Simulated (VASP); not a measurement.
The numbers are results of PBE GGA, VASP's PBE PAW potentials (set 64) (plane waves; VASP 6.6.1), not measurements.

VASP input:

**POSCAR**
```
CoSi2
1
    0.0000000000     2.6800000000     2.6800000000
    2.6800000000     0.0000000000     2.6800000000
    2.6800000000     2.6800000000     0.0000000000
Co Si
1 2
Direct
  0.0000000000   0.0000000000   0.0000000000
  0.2500000000   0.2500000000   0.2500000000
  0.7500000000   0.7500000000   0.7500000000
```

### INCAR
```
SYSTEM = CoSi2
PREC = Accurate
ENCUT = 400
EDIFF = 1E-6
NELM = 100
ALGO = Normal
LREAL = .FALSE.
LASPH = .TRUE.
ISMEAR = 1
SIGMA = 0.1
GGA = PE
LMAXMIX = 4
LWAVE = .FALSE.
LCHARG = .FALSE.
ISIF = 2
```

**KPOINTS**
```
Automatic mesh
0
Monkhorst-Pack
10 10 10
0 0 0
```

POTCAR, in this order: Co Si (PBE.64 set). Program: vasp_std.

What VASP printed:

### OSZICAR
```
       N       E                     dE             d eps       ncg     rms          rms(c)
DAV:   1     0.609320184263E+02    0.60932E+02   -0.58947E+03  2664   0.109E+03
DAV:   2    -0.170343098426E+02   -0.77966E+02   -0.72490E+02  2656   0.235E+02
DAV:   3    -0.206224448840E+02   -0.35881E+01   -0.34565E+01  3412   0.574E+01
DAV:   4    -0.207090376317E+02   -0.86593E-01   -0.86388E-01  3172   0.871E+00
DAV:   5    -0.207115984272E+02   -0.25608E-02   -0.25602E-02  3524   0.152E+00    0.144E+01
DAV:   6    -0.243871113573E+02   -0.36755E+01   -0.40989E+01  3360   0.137E+02    0.180E+01
DAV:   7    -0.192995966964E+02    0.50875E+01   -0.17220E+01  3524   0.108E+02    0.347E+00
DAV:   8    -0.193278140170E+02   -0.28217E-01   -0.10672E+00  3192   0.865E+00    0.189E+00
DAV:   9    -0.192929611793E+02    0.34853E-01   -0.10618E-01  3332   0.692E+00    0.445E-01
DAV:  10    -0.192929691433E+02   -0.79639E-05   -0.59672E-03  3324   0.892E-01    0.695E-02
DAV:  11    -0.192929321160E+02    0.37027E-04   -0.34832E-04  3984   0.329E-01    0.399E-02
DAV:  12    -0.192929562606E+02   -0.24145E-04   -0.50517E-05  2832   0.675E-02    0.259E-02
DAV:  13    -0.192929560928E+02    0.16778E-06   -0.30580E-06  3376   0.147E-02
   1 F= -.19292956E+02 E0= -.19292643E+02  d E =-.940114E-03
```

OUTCAR:
```
------------------------ aborting loop because EDIFF is reached ----------------------------------------
  FORCE on cell =-STRESS in cart. coord.  units (eV):
  Direction    XX          YY          ZZ          XY          YZ          ZX
  --------------------------------------------------------------------------------------
  Total       -0.0804915     -0.0804915     -0.0804915     -0.0000000      0.0000000     -0.0000000
  in kB       -3.3498561     -3.3498561     -3.3498561     -0.0000000      0.0000000     -0.0000000
  external PRESSURE =      -3.3498561 kB  Pullay stress =       0.0000000 kB
  volume of cell :       38.50
      direct lattice vectors                 reciprocal lattice vectors
     0.000000000  2.680000000  2.680000000    -0.186567164  0.186567164  0.186567164
     2.680000000  0.000000000  2.680000000     0.186567164 -0.186567164  0.186567164
     2.680000000  2.680000000  0.000000000     0.186567164  0.186567164 -0.186567164
 POSITION                                       TOTAL-FORCE (eV/Angst)
 -----------------------------------------------------------------------------------
      0.00000      0.00000      0.00000        -0.000000     -0.000000     -0.000000
      1.34000      1.34000      1.34000         0.000000      0.000000      0.000000
      4.02000      4.02000      4.02000        -0.000000     -0.000000     -0.000000
 -----------------------------------------------------------------------------------
    total drift:                               -0.000000     -0.000000      0.000000
  FREE ENERGIE OF THE ION-ELECTRON SYSTEM (eV)
  ---------------------------------------------------
  free  energy   TOTEN  =       -19.2929560928 eV

  energy  without entropy=      -19.2920159786  energy(sigma->0) =      -19.29264272
```
(Selected blocks of OUTCAR.)

The compound is CoSi2 in the fluorite structure. The cell was not relaxed at this level. The run is one of a series of settings (KPOINTS 10×10×10 Monkhorst-Pack mesh against the base run), some of them coarse on purpose. The run is not spin-polarised, so no magnetic state was tried. The electron count is odd and the run is not spin-polarised, which forces a metal.
